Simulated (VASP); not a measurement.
Output of a VASP run:

OUTCAR:
```
 ion  position               nearest neighbor table
   1  0.250  0.500  0.316-   2 2.35   2 2.35
   2  0.250  0.000  0.369-   1 2.35   1 2.35   3 2.35   3 2.35
   3  0.750  0.000  0.421-   2 2.35   4 2.35   4 2.35   2 2.35
   4  0.750  0.500  0.474-   5 2.35   5 2.35   3 2.35   3 2.35
   5  0.250  0.500  0.526-   4 2.35   4 2.35   6 2.35   6 2.35
   6  0.250  0.000  0.579-   5 2.35   7 2.35   5 2.35   7 2.35
   7  0.750  0.000  0.631-   8 2.35   8 2.35   6 2.35   6 2.35
   8  0.750  0.500  0.684-   7 2.35   7 2.35
  LATTYP: Found a simple tetragonal cell.
 ALAT       =     3.8436492980
 C/A-ratio  =     6.7343749715
 Subroutine PRICEL returns:
 Original cell was already a primitive cell.
 Subroutine GETGRP returns: Found  8 space group operations
The static configuration has the point symmetry C_2h.
 The point group associated with its full space group is D_2h.
The dynamic configuration has the point symmetry C_2h.
 Subroutine INISYM returns: Found  8 space group operations
 Subroutine IBZKPT returns following result:
 Found     16 irreducible k-points:

 Following reciprocal coordinates:
            Coordinates               Weight
  0.000000  0.000000  0.000000      1.000000
  0.142857  0.000000  0.000000      2.000000
  0.000000  0.142857  0.000000      2.000000
  0.285714  0.000000  0.000000      2.000000
  0.000000  0.285714  0.000000      2.000000
  0.428571  0.000000  0.000000      2.000000
  0.000000  0.428571  0.000000      2.000000
  0.142857  0.142857  0.000000      4.000000
  0.285714  0.142857  0.000000      4.000000
 -0.142857  0.285714  0.000000      4.000000
  0.428571  0.142857  0.000000      4.000000
 -0.142857  0.428571  0.000000      4.000000
  0.285714  0.285714  0.000000      4.000000
  0.428571  0.285714  0.000000      4.000000
 -0.285714  0.428571  0.000000      4.000000
  0.428571  0.428571  0.000000      4.000000
   k-points           NKPTS =     16   k-points in BZ     NKDIM =     16   number of bands    NBANDS=     21
   number of dos      NEDOS =    301   number of ions     NIONS =      8
   total plane-waves  NPLWV =  51200
   dimension x,y,z NGX =    20 NGY =   20 NGZ =  128
   dimension x,y,z NGXF=    40 NGYF=   40 NGZF=  256
   ions per type =               8
   PREC   = normal    normal or accurate (medium, high low for compatibility)
   ISTART =      0    job   : 0-new  1-cont  2-samecut
   ICHARG =      2    charge: 1-file 2-atom 10-const
   ISPIN  =      1    spin polarized calculation?
   LNONCOLLINEAR =      F non collinear calculations
   LSORBIT =      F    spin-orbit coupling
   INIWAV =      1    electr: 0-lowe 1-rand  2-diag
   ENCUT  =  400.0 eV  29.40 Ry    5.42 a.u.   6.27  6.27 42.21*2*pi/ulx,y,z
   NELM   =    100;   NELMIN=  4; NELMDL= -5     # of ELM steps
   EDIFF  = 0.1E-04   stopping-criterion for ELM
   LREAL  =      F    real-space projection
   NLSPLINE    = F    spline interpolate recip. space projectors
   LMAXMIX     =    2 max onsite mixed and CHGCAR
   VOSKOWN=      0    Vosko Wilk Nusair interpolation
   EDIFFG = -.3E-01   stopping-criterion for IOM
   NSW    =     50    number of steps for IOM
   NBLOCK =      1;   KBLOCK =     50    inner block; outer block
   IBRION =      2    ionic relax: 0-MD 1-quasi-New 2-CG
   NFREE  =      1    steps in history (QN), initial steepest desc. (CG)
   ISIF   =      2    stress and relaxation
   ISYM   =      2    0-nonsym 1-usesym 2-fastsym
   TEIN   =    0.0    initial temperature
   TEBEG  =    0.0;   TEEND  =   0.0 temperature during run
   SMASS  =  -3.00    Nose mass-parameter (am)
   PSTRESS=    0.0 pullay stress
   NELECT =      32.0000    total number of electrons
   EFERMI =   0.00;   METHOD = LEGACY
   ISMEAR =     1;   SIGMA  =   0.10  broadening in eV -4-tet -1-fermi 0-gaus
   IALGO  =     38    algorithm
   LDIAG  =      T    sub-space diagonalisation (order eigenvalues)
   IMIX   =      4    mixing-type and parameters
     AMIX     =   0.40;   BMIX     =  1.00
     AMIX_MAG =   1.60;   BMIX_MAG =  1.00
     AMIN     =   0.10
...
```

File OSZICAR:
```
...
DAV:   2    -0.417471638157E+02   -0.16377E-03   -0.19151E-03   979   0.226E-01    0.296E-02
DAV:   3    -0.417471572751E+02    0.65406E-05   -0.75772E-05   908   0.480E-02    0.190E-02
DAV:   4    -0.417471560974E+02    0.11777E-05   -0.13556E-05   511   0.199E-02
   2 F= -.41747156E+02 E0= -.41746190E+02  d E =-.140042E-02
       N       E                     dE             d eps       ncg     rms          rms(c)
DAV:   1    -0.417471749393E+02   -0.17664E-04   -0.60156E-04   742   0.127E-01    0.960E-03
DAV:   2    -0.417471784743E+02   -0.35350E-05   -0.40416E-05   801   0.326E-02    0.504E-03
DAV:   3    -0.417471791439E+02   -0.66963E-06   -0.21854E-06   426   0.981E-03    0.294E-03
DAV:   4    -0.417471799984E+02   -0.85444E-06   -0.65363E-07   406   0.593E-03
   3 F= -.41747180E+02 E0= -.41746196E+02  d E =-.142432E-02
       N       E                     dE             d eps       ncg     rms          rms(c)
DAV:   1    -0.417474222367E+02   -0.24309E-03   -0.37616E-03   692   0.279E-01    0.210E-02
DAV:   2    -0.417474427696E+02   -0.20533E-04   -0.22052E-04   995   0.734E-02    0.998E-03
DAV:   3    -0.417474417866E+02    0.98298E-06   -0.60682E-06   504   0.153E-02    0.688E-03
DAV:   4    -0.417474422612E+02   -0.47464E-06   -0.40955E-06   411   0.106E-02
   4 F= -.41747442E+02 E0= -.41746494E+02  d E =-.262263E-03
       N       E                     dE             d eps       ncg     rms          rms(c)
DAV:   1    -0.417475767813E+02   -0.13499E-03   -0.19286E-02   672   0.633E-01    0.484E-02
DAV:   2    -0.417476792987E+02   -0.10252E-03   -0.11319E-03   995   0.166E-01    0.227E-02
DAV:   3    -0.417476732169E+02    0.60818E-05   -0.39097E-05   792   0.351E-02    0.164E-02
DAV:   4    -0.417476731947E+02    0.22167E-07   -0.87667E-06   476   0.168E-02
   5 F= -.41747673E+02 E0= -.41746809E+02  d E =-.493196E-03
       N       E                     dE             d eps       ncg     rms          rms(c)
DAV:   1    -0.417478677955E+02   -0.19458E-03   -0.46889E-03   672   0.338E-01    0.265E-02
DAV:   2    -0.417478936014E+02   -0.25806E-04   -0.28283E-04   987   0.901E-02    0.122E-02
DAV:   3    -0.417478916606E+02    0.19408E-05   -0.79861E-06   496   0.202E-02    0.779E-03
DAV:   4    -0.417478919699E+02   -0.30929E-06   -0.51618E-06   411   0.127E-02
   6 F= -.41747892E+02 E0= -.41747031E+02  d E =-.218775E-03
       N       E                     dE             d eps       ncg     rms          rms(c)
DAV:   1    -0.417479598230E+02   -0.68162E-04   -0.41791E-02   672   0.101E+00    0.777E-02
DAV:   2    -0.417481833347E+02   -0.22351E-03   -0.24763E-03   961   0.267E-01    0.351E-02
DAV:   3    -0.417481676794E+02    0.15655E-04   -0.92299E-05   945   0.599E-02    0.229E-02
DAV:   4    -0.417481670378E+02    0.64155E-06   -0.23351E-05   579   0.253E-02
   7 F= -.41748167E+02 E0= -.41747321E+02  d E =-.493843E-03
       N       E                     dE             d eps       ncg     rms          rms(c)
DAV:   1    -0.417483240585E+02   -0.15638E-03   -0.11329E-02   692   0.541E-01    0.459E-02
DAV:   2    -0.417483884065E+02   -0.64348E-04   -0.69481E-04   967   0.145E-01    0.193E-02
DAV:   3    -0.417483832193E+02    0.51872E-05   -0.18246E-05   579   0.323E-02    0.116E-02
DAV:   4    -0.417483835737E+02   -0.35444E-06   -0.12965E-05   427   0.198E-02
   8 F= -.41748384E+02 E0= -.41747537E+02  d E =-.216536E-03
```

OUTCAR:
```
------------------------ aborting loop because EDIFF is reached ----------------------------------------
  FORCE on cell =-STRESS in cart. coord.  units (eV):
  Direction    XX          YY          ZZ          XY          YZ          ZX
  --------------------------------------------------------------------------------------
  Total       -3.8616282     -0.3117411     -0.0554039      0.0000000      0.0000000      0.0000000
  in kB      -16.1790301     -1.3060989     -0.2321254      0.0000000      0.0000000      0.0000000
  external PRESSURE =      -5.9057515 kB  Pullay stress =       0.0000000 kB
  volume of cell :      382.41
      direct lattice vectors                 reciprocal lattice vectors
     3.843649298  0.000000000  0.000000000     0.260169418  0.000000000  0.000000000
     0.000000000  3.843649298  0.000000000     0.000000000  0.260169418  0.000000000
     0.000000000  0.000000000 25.884575632     0.000000000  0.000000000  0.038633046
 POSITION                                       TOTAL-FORCE (eV/Angst)
 -----------------------------------------------------------------------------------
      0.96091      1.92182      8.21091         0.000000      0.000000      0.000496
      0.96091      0.00000      9.55618         0.000000     -0.000000     -0.003061
      2.88274      0.00000     10.91384         0.000000     -0.000000      0.009157
      2.88274      1.92182     12.26105         0.000000     -0.000000      0.012305
      0.96091      1.92182     13.62353         0.000000      0.000000     -0.012305
      0.96091      0.00000     14.97073         0.000000     -0.000000     -0.009157
      2.88274      0.00000     16.32840         0.000000     -0.000000      0.003061
      2.88274      1.92182     17.67366         0.000000     -0.000000     -0.000496
 -----------------------------------------------------------------------------------
    total drift:                                0.000000      0.000000      0.000000
  FREE ENERGIE OF THE ION-ELECTRON SYSTEM (eV)
  ---------------------------------------------------
  free  energy   TOTEN  =       -41.7483835737 eV

  energy  without entropy=      -41.7458444718  energy(sigma->0) =      -41.74753721

 reached required accuracy - stopping structural energy minimisation
```
(Selected blocks of OUTCAR.)

**POSCAR**
```
Si(100) slab
1
    3.8436492980     0.0000000000     0.0000000000
    0.0000000000     3.8436492980     0.0000000000
   -0.0000000000    -0.0000000000    25.8845756317
Si
8
Direct
  0.2500000000   0.5000000000   0.3162510000
  0.2500000000   0.0000000000   0.3687500000
  0.7500000000   0.0000000000   0.4212500000
  0.7500000000   0.5000000000   0.4737500000
  0.2500000000   0.5000000000   0.5262500000
  0.2500000000   0.0000000000   0.5787500000
  0.7500000000   0.0000000000   0.6312500000
  0.7500000000   0.5000000000   0.6837490000
```

Question: Write an INCAR and KPOINTS that could have produced this output.

Answer: This is not unique; one that fits is the input of the run itself, PBEsol GGA, plane waves, VASP's PBE PAW potentials (set 64).

INCAR:
```
EDIFF=1E-5
LASPH=.TRUE.
GGA=PS   # PBEsol
NELMIN=4
SIGMA=0.1
IDIPOL=3
ISMEAR=1   # Methfessel-Paxton
PREC=Normal
NSW=50
IBRION=2
LWAVE=.TRUE.
NELM=100
LCHARG=.FALSE.
LREAL=.FALSE.   # projection in real space or not
LDIPOL=.TRUE.
EDIFFG=-0.03
ISIF=2
DIPOL=0.5 0.5 0.5
ENCUT=400   # plane-wave cut-off (eV)
ALGO=Normal   # blocked Davidson
SYSTEM=Si(100) slab
```

**KPOINTS**
```
Automatic mesh
0
Gamma
7 7 1
0 0 0
```

POTCAR, in this order: Si (PBE.64 set). Program: vasp_std.

The cell is a thin slab with vacuum, built from Si (diamond): (100) face.
